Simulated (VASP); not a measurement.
VASP ran on this input.

POSCAR:
```
GaP
1
    0.0000000000     2.7514440796     2.7514440796
    2.7514440796     0.0000000000     2.7514440796
    2.7514440796     2.7514440796     0.0000000000
Ga P
1 1
Direct
  0.0000000000   0.0000000000   0.0000000000
  0.2500000000   0.2500000000   0.2500000000
```

**INCAR**
```
SYSTEM = GaP
PREC = Accurate
ENCUT = 350
EDIFF = 1E-6
NELM = 100
ALGO = Normal
LREAL = .FALSE.
LASPH = .TRUE.
ISMEAR = 0
SIGMA = 0.05
GGA = PE
LMAXMIX = 4
LWAVE = .TRUE.
LCHARG = .FALSE.
LSORBIT = .TRUE.
MAGMOM = 0 0 0 0 0 0
GGA_COMPAT = .FALSE.
```

**KPOINTS**
```
Automatic
0
G
6 6 6
0 0 0
```

POTCAR, in this order: Ga_d P (PBE.64 set). Program: vasp_ncl.

Problem. Translate this PBE+SOC calculation to Quantum ESPRESSO's pw.x.

Solution. One equivalent input (not run):
```
&CONTROL
  calculation = 'scf'
  pseudo_dir = './pseudo'
  outdir = './out'
  tprnfor = .true.
  tstress = .true.
/
&SYSTEM
  ibrav = 0
  nat = 2
  ntyp = 2
  ecutwfc = 80
  occupations = 'smearing'
  smearing = 'gaussian'
  degauss = 0.003675
  input_dft = 'pbe'
  noncolin = .true.
  lspinorb = .true.
/
&ELECTRONS
  conv_thr = 7.3e-08
  electron_maxstep = 100
/
ATOMIC_SPECIES
  Ga 69.723 Ga.upf
  P 30.974 P.upf
CELL_PARAMETERS angstrom
     0.0000000    2.7514441    2.7514441
     2.7514441    0.0000000    2.7514441
     2.7514441    2.7514441    0.0000000
ATOMIC_POSITIONS crystal
  Ga   0.0000000  0.0000000  0.0000000
  P    0.2500000  0.2500000  0.2500000
K_POINTS automatic
  6 6 6 0 0 0
```
The two are equivalent in intent, not identical: the potentials are each code's own (VASP's PAW set, PseudoDojo norm-conserving files, fully relativistic, in pw.x), so ENCUT and ecutwfc are chosen apart and not converted; conv_thr bounds pw.x's estimated SCF error, while EDIFF bounds the energy change between steps.

The compound is GaP in the zinc blende structure. It was relaxed first.
